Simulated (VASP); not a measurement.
Output of a VASP run:

### OSZICAR
```
...
DAV:   8    -0.257928050524E+02   -0.94664E-02   -0.17948E-01  4260   0.393E+00    0.791E-01
DAV:   9    -0.257829031022E+02    0.99020E-02   -0.79169E-02  4041   0.369E+00    0.261E-01
DAV:  10    -0.257822310800E+02    0.67202E-03   -0.51103E-03  3633   0.990E-01    0.716E-02
DAV:  11    -0.257822580571E+02   -0.26977E-04   -0.34703E-04  4271   0.243E-01    0.582E-02
DAV:  12    -0.257822260200E+02    0.32037E-04   -0.19394E-04  3909   0.192E-01    0.999E-03
DAV:  13    -0.257822248012E+02    0.12188E-05   -0.10534E-05  3575   0.417E-02    0.190E-03
DAV:  14    -0.257822249405E+02   -0.13926E-06   -0.27705E-07  1697   0.640E-03
   1 F= -.25782225E+02 E0= -.25781989E+02  d E =-.257822E+02
       N       E                     dE             d eps       ncg     rms          rms(c)
DAV:   1    -0.260639367662E+02   -0.28171E+00   -0.63862E+00  3651   0.397E+01    0.511E+00
DAV:   2    -0.258008966654E+02    0.26304E+00   -0.13623E+00  3734   0.176E+01    0.995E-01
DAV:   3    -0.257784772643E+02    0.22419E-01   -0.10129E-01  3737   0.355E+00    0.427E-01
DAV:   4    -0.257802322593E+02   -0.17550E-02   -0.41562E-02  3939   0.165E+00    0.283E-01
DAV:   5    -0.257843695297E+02   -0.41373E-02   -0.66773E-03  4091   0.784E-01    0.463E-02
DAV:   6    -0.257848248219E+02   -0.45529E-03   -0.16415E-03  4065   0.248E-01    0.460E-02
DAV:   7    -0.257849376270E+02   -0.11281E-03   -0.53696E-04  3686   0.239E-01    0.101E-01
DAV:   8    -0.257849384154E+02   -0.78840E-06   -0.22806E-04  3319   0.205E-01    0.381E-03
DAV:   9    -0.257849435707E+02   -0.51553E-05   -0.87545E-06  3549   0.273E-02    0.683E-03
DAV:  10    -0.257849433533E+02    0.21737E-06   -0.15556E-06  2322   0.115E-02
   2 F= -.25784943E+02 E0= -.25784693E+02  d E =-.271841E-02
       N       E                     dE             d eps       ncg     rms          rms(c)
DAV:   1    -0.258516090921E+02   -0.66666E-01   -0.13428E+00  3781   0.186E+01    0.243E+00
DAV:   2    -0.257963863970E+02    0.55223E-01   -0.35968E-01  3686   0.872E+00    0.480E-01
DAV:   3    -0.257899157388E+02    0.64707E-02   -0.29924E-02  3888   0.204E+00    0.184E-01
DAV:   4    -0.257904400655E+02   -0.52433E-03   -0.82798E-03  3808   0.671E-01    0.117E-01
DAV:   5    -0.257913469110E+02   -0.90685E-03   -0.13415E-03  4555   0.238E-01    0.562E-02
DAV:   6    -0.257914861069E+02   -0.13920E-03   -0.32983E-04  4120   0.124E-01    0.254E-02
DAV:   7    -0.257915001722E+02   -0.14065E-04   -0.36673E-05  4154   0.441E-02    0.146E-02
DAV:   8    -0.257915020596E+02   -0.18873E-05   -0.25320E-05  3788   0.467E-02    0.670E-03
DAV:   9    -0.257915031806E+02   -0.11210E-05   -0.24992E-06  2672   0.179E-02    0.179E-03
DAV:  10    -0.257915028859E+02    0.29469E-06   -0.13258E-07  1517   0.366E-03
   3 F= -.25791503E+02 E0= -.25791254E+02  d E =-.927795E-02
       N       E                     dE             d eps       ncg     rms          rms(c)
DAV:   1    -0.257940204961E+02   -0.25173E-02   -0.94196E-02  3204   0.501E+00    0.311E-01
DAV:   2    -0.257928536482E+02    0.11668E-02   -0.56734E-03  3123   0.845E-01    0.176E-01
DAV:   3    -0.257923855325E+02    0.46812E-03   -0.53725E-04  3488   0.319E-01    0.646E-02
DAV:   4    -0.257923079002E+02    0.77632E-04   -0.14873E-04  3531   0.148E-01    0.782E-03
DAV:   5    -0.257923060554E+02    0.18448E-05   -0.12631E-05  3200   0.435E-02    0.403E-03
DAV:   6    -0.257923058140E+02    0.24141E-06   -0.62500E-07  1860   0.108E-02
   4 F= -.25792306E+02 E0= -.25792067E+02  d E =-.802928E-03
```

**OUTCAR**
```
------------------------ aborting loop because EDIFF is reached ----------------------------------------
  FORCE on cell =-STRESS in cart. coord.  units (eV):
  Direction    XX          YY          ZZ          XY          YZ          ZX
  --------------------------------------------------------------------------------------
  Total        0.0087787      0.0087787     -0.0056531      0.0000000     -0.0000000      0.0000000
  in kB        0.5593359      0.5593359     -0.3601910      0.0000000     -0.0000000      0.0000000
  external PRESSURE =       0.2528269 kB  Pullay stress =       0.0000000 kB
  volume of cell :       25.15
      direct lattice vectors                 reciprocal lattice vectors
     1.509397033 -2.614352376 -0.000000000     0.331258105 -0.191251954 -0.000000000
     1.509397033  2.614352376  0.000000000     0.331258105  0.191251954 -0.000000000
     0.000000000 -0.000000000  3.186176148     0.000000000 -0.000000000  0.313855843
 POSITION                                       TOTAL-FORCE (eV/Angst)
 -----------------------------------------------------------------------------------
      3.01879     -0.00000      3.18618         0.000000     -0.000000      0.000000
      1.50940      0.87145      1.59309        -0.000000      0.000000      0.000000
      1.50940     -0.87145      1.59309        -0.000000     -0.000000     -0.000000
 -----------------------------------------------------------------------------------
    total drift:                                0.000000      0.000000     -0.000000
  FREE ENERGIE OF THE ION-ELECTRON SYSTEM (eV)
  ---------------------------------------------------
  free  energy   TOTEN  =       -25.7923058140 eV

  energy  without entropy=      -25.7915895981  energy(sigma->0) =      -25.79206708

 reached required accuracy - stopping structural energy minimisation
```
(Selected blocks of OUTCAR.)

**POSCAR**
```
TiB2
1
    1.5150000000    -2.6240570000     0.0000000000
    1.5150000000     2.6240570000     0.0000000000
    0.0000000000     0.0000000000     3.2300000000
Ti B
1 2
Direct
  0.0000000000   0.0000000000   0.0000000000
  0.3333330000   0.6666670000   0.5000000000
  0.6666670000   0.3333330000   0.5000000000
```

Q: Write an INCAR and KPOINTS that could have produced this output.

A: One answer among several that fit: the input of the run itself, PBEsol GGA, plane waves, VASP's PBE PAW potentials (set 64).

File KPOINTS:
```
kpoints
0
G
  12 12 10
0 0 0
```

### INCAR
```
SYSTEM = TiB2
PREC = Accurate; ENCUT = 520; LREAL = .FALSE.
LASPH = .TRUE.
EDIFF = 1E-6; NELM = 100; ALGO = Normal
LMAXMIX = 4
ISMEAR = 1; SIGMA = 0.1
GGA = PS
IBRION = 2; NSW = 60; ISIF = 3
EDIFFG = -0.01
LWAVE = .FALSE.; LCHARG = .FALSE.
```

POTCAR, in this order: Ti_sv B (PBE.64 set). Program: vasp_std.

Energy and stress use the plane-wave basis of the starting cell.

The compound is TiB2 in the AlB2 type structure. This run relaxes it. Symmetry was kept, so distortions that lower it aren't found.
